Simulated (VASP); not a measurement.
OSZICAR of a VASP run on Mg31O32:

OSZICAR:
```
       N       E                     dE             d eps       ncg     rms          rms(c)
DAV:   1     0.230842576635E+04    0.23084E+04   -0.12242E+05   328   0.126E+03
DAV:   2    -0.148263236421E+03   -0.24567E+04   -0.23453E+04   480   0.328E+02
DAV:   3    -0.411078227680E+03   -0.26281E+03   -0.26091E+03   376   0.114E+02
DAV:   4    -0.416150905260E+03   -0.50727E+01   -0.50620E+01   368   0.172E+01
DAV:   5    -0.416212772399E+03   -0.61867E-01   -0.61824E-01   360   0.190E+00    0.407E+01
RMM:   6    -0.363532115832E+03    0.52681E+02   -0.23941E+02   320   0.322E+01    0.123E+01
RMM:   7    -0.364368336622E+03   -0.83622E+00   -0.16483E+01   320   0.749E+00    0.835E+00
RMM:   8    -0.364052500156E+03    0.31584E+00   -0.19586E+00   320   0.431E+00    0.110E+00
RMM:   9    -0.364070408657E+03   -0.17909E-01   -0.35867E-01   325   0.123E+00    0.615E-01
RMM:  10    -0.364076491765E+03   -0.60831E-02   -0.10184E-01   320   0.647E-01    0.284E-01
RMM:  11    -0.364080192942E+03   -0.37012E-02   -0.18023E-02   325   0.280E-01    0.460E-02
RMM:  12    -0.364080571611E+03   -0.37867E-03   -0.37228E-03   334   0.982E-02    0.276E-02
RMM:  13    -0.364080586056E+03   -0.14445E-04   -0.31155E-04   310   0.376E-02    0.165E-02
RMM:  14    -0.364080601464E+03   -0.15408E-04   -0.11005E-04   289   0.216E-02    0.143E-02
RMM:  15    -0.364080599529E+03    0.19349E-05   -0.25087E-05   209   0.103E-02
   1 F= -.36408060E+03 E0= -.36408060E+03  d E =-.364081E+03
       N       E                     dE             d eps       ncg     rms          rms(c)
DAV:   1    -0.365284870152E+03   -0.12043E+01   -0.46676E+02   328   0.547E+01    0.293E+00
RMM:   2    -0.366020701811E+03   -0.73583E+00   -0.10696E+01   320   0.783E+00    0.187E+00
RMM:   3    -0.365915197387E+03    0.10550E+00   -0.59927E-01   320   0.205E+00    0.157E+00
RMM:   4    -0.365780996368E+03    0.13420E+00   -0.11840E+00   320   0.210E+00    0.114E+00
RMM:   5    -0.365760984448E+03    0.20012E-01   -0.59956E-02   320   0.562E-01    0.833E-01
RMM:   6    -0.365755130375E+03    0.58541E-02   -0.27973E-01   320   0.998E-01    0.677E-01
RMM:   7    -0.365750578088E+03    0.45523E-02   -0.16783E-02   320   0.267E-01    0.535E-01
RMM:   8    -0.365747179656E+03    0.33984E-02   -0.72001E-02   323   0.531E-01    0.269E-01
RMM:   9    -0.365745093313E+03    0.20863E-02   -0.48020E-03   320   0.148E-01    0.121E-01
RMM:  10    -0.365744885289E+03    0.20802E-03   -0.27699E-03   318   0.994E-02    0.130E-02
RMM:  11    -0.365744891985E+03   -0.66961E-05   -0.12934E-04   278   0.245E-02    0.677E-03
RMM:  12    -0.365744894633E+03   -0.26479E-05   -0.31882E-05   222   0.926E-03
   2 F= -.36574489E+03 E0= -.36574489E+03  d E =-.166430E+01
       N       E                     dE             d eps       ncg     rms          rms(c)
DAV:   1    -0.365745347375E+03   -0.45539E-03   -0.12910E-01   376   0.993E-01    0.420E-02
RMM:   2    -0.365745450011E+03   -0.10264E-03   -0.21016E-03   320   0.121E-01    0.258E-02
RMM:   3    -0.365745402846E+03    0.47164E-04   -0.13183E-04   315   0.318E-02    0.185E-02
RMM:   4    -0.365745367659E+03    0.35187E-04   -0.18191E-04   294   0.249E-02    0.675E-03
RMM:   5    -0.365745367949E+03   -0.28905E-06   -0.24795E-05   219   0.985E-03
   3 F= -.36574537E+03 E0= -.36574537E+03  d E =-.166477E+01
       N       E                     dE             d eps       ncg     rms          rms(c)
DAV:   1    -0.365797730373E+03   -0.52363E-01   -0.36328E+01   368   0.169E+01    0.796E-01
RMM:   2    -0.365851312596E+03   -0.53582E-01   -0.67417E-01   320   0.213E+00    0.370E-01
RMM:   3    -0.365847144339E+03    0.41683E-02   -0.37780E-02   320   0.549E-01    0.261E-01
RMM:   4    -0.365843546779E+03    0.35976E-02   -0.19809E-02   320   0.299E-01    0.628E-02
RMM:   5    -0.365843602522E+03   -0.55743E-04   -0.16136E-03   321   0.969E-02    0.351E-02
RMM:   6    -0.365843617623E+03   -0.15101E-04   -0.53707E-04   320   0.477E-02    0.205E-02
RMM:   7    -0.365843617466E+03    0.15689E-06   -0.10212E-04   269   0.190E-02    0.107E-02
RMM:   8    -0.365843619654E+03   -0.21878E-05   -0.41619E-05   239   0.130E-02
   4 F= -.36584362E+03 E0= -.36584362E+03  d E =-.982517E-01
       N       E                     dE             d eps       ncg     rms          rms(c)
DAV:   1    -0.365844872134E+03   -0.12547E-02   -0.63281E+00   368   0.697E+00    0.330E-01
RMM:   2    -0.365854168457E+03   -0.92963E-02   -0.11692E-01   320   0.880E-01    0.153E-01
RMM:   3    -0.365853444417E+03    0.72404E-03   -0.68395E-03   320   0.228E-01    0.106E-01
RMM:   4    -0.365852848801E+03    0.59562E-03   -0.33673E-03   320   0.122E-01    0.223E-02
RMM:   5    -0.365852865160E+03   -0.16360E-04   -0.30966E-04   306   0.408E-02    0.113E-02
RMM:   6    -0.365852869955E+03   -0.47942E-05   -0.84510E-05   278   0.172E-02
   5 F= -.36585287E+03 E0= -.36585287E+03  d E =-.107502E+00
       N       E                     dE             d eps       ncg     rms          rms(c)
DAV:   1    -0.365861569169E+03   -0.87040E-02   -0.37799E+00   368   0.560E+00    0.277E-01
RMM:   2    -0.365867906314E+03   -0.63371E-02   -0.80587E-02   320   0.755E-01    0.141E-01
RMM:   3    -0.365867525259E+03    0.38105E-03   -0.44029E-03   320   0.189E-01    0.102E-01
RMM:   4    -0.365867135781E+03    0.38948E-03   -0.24177E-03   320   0.112E-01    0.298E-02
RMM:   5    -0.365867128945E+03    0.68365E-05   -0.19810E-04   315   0.338E-02    0.144E-02
RMM:   6    -0.365867134919E+03   -0.59742E-05   -0.94410E-05   279   0.181E-02
   6 F= -.36586713E+03 E0= -.36586713E+03  d E =-.142650E-01
       N       E                     dE             d eps       ncg     rms          rms(c)
DAV:   1    -0.365867443418E+03   -0.31447E-03   -0.22188E-01   400   0.135E+00    0.682E-02
RMM:   2    -0.365867810121E+03   -0.36670E-03   -0.47416E-03   320   0.181E-01    0.341E-02
RMM:   3    -0.365867787665E+03    0.22456E-04   -0.27120E-04   320   0.462E-02    0.245E-02
RMM:   4    -0.365867766250E+03    0.21415E-04   -0.14047E-04   304   0.269E-02    0.674E-03
RMM:   5    -0.365867766394E+03   -0.14371E-06   -0.12481E-05   196   0.828E-03
   7 F= -.36586777E+03 E0= -.36586777E+03  d E =-.148964E-01
       N       E                     dE             d eps       ncg     rms          rms(c)
DAV:   1    -0.365868922604E+03   -0.11564E-02   -0.35550E-01   352   0.174E+00    0.844E-02
RMM:   2    -0.365869472953E+03   -0.55035E-03   -0.70509E-03   320   0.231E-01    0.397E-02
RMM:   3    -0.365869437146E+03    0.35807E-04   -0.39138E-04   320   0.577E-02    0.286E-02
RMM:   4    -0.365869407871E+03    0.29275E-04   -0.18845E-04   313   0.307E-02    0.689E-03
RMM:   5    -0.365869408177E+03   -0.30662E-06   -0.14077E-05   194   0.934E-03
   8 F= -.36586941E+03 E0= -.36586941E+03  d E =-.164178E-02
       N       E                     dE             d eps       ncg     rms          rms(c)
DAV:   1    -0.365869473984E+03   -0.66113E-04   -0.12755E-01   360   0.104E+00    0.502E-02
RMM:   2    -0.365869676571E+03   -0.20259E-03   -0.25516E-03   320   0.138E-01    0.244E-02
RMM:   3    -0.365869664032E+03    0.12539E-04   -0.14159E-04   319   0.347E-02    0.176E-02
RMM:   4    -0.365869653495E+03    0.10537E-04   -0.69298E-05   289   0.187E-02    0.439E-03
RMM:   5    -0.365869653549E+03   -0.53691E-07   -0.53839E-06   192   0.565E-03
   9 F= -.36586965E+03 E0= -.36586965E+03  d E =-.188715E-02
       N       E                     dE             d eps       ncg     rms          rms(c)
DAV:   1    -0.365869954594E+03   -0.30110E-03   -0.18296E-01   360   0.124E+00    0.571E-02
RMM:   2    -0.365870234491E+03   -0.27990E-03   -0.33246E-03   320   0.160E-01    0.249E-02
RMM:   3    -0.365870219021E+03    0.15470E-04   -0.17871E-04   320   0.398E-02    0.176E-02
RMM:   4    -0.365870204119E+03    0.14901E-04   -0.81741E-05   292   0.201E-02    0.433E-03
RMM:   5    -0.365870204290E+03   -0.17132E-06   -0.66792E-06   192   0.625E-03
  10 F= -.36587020E+03 E0= -.36587020E+03  d E =-.550742E-03
```

**Question.** Which electronic solver shows in the log?

**Answer.** It is blocked Davidson (ALGO = Normal, or the opening steps of other solvers) and then RMM-DIIS (ALGO = Fast or VeryFast). The INCAR had ALGO = Fast.

**Question.** Can the final energy be trusted as converged?

**Answer.** The run converged. It stopped with EDIFF = 1E-5, NELM = 100, NSW = 60 and EDIFFG = -0.03 after 10 ionic steps (PBE GGA, plane waves, VASP's PBE PAW potentials (set 64)).  The cell is charged, with a uniform compensating background. The supercell is sampled at Γ alone, which is coarse: total energies, pressure and levels can be off, energies of defects by several tenths of an eV.

The cell is a supercell with a defect, built from MgO (rock salt): vac_Mg, charge -2. The run is not spin-polarised, so no state with unpaired spins was tried.
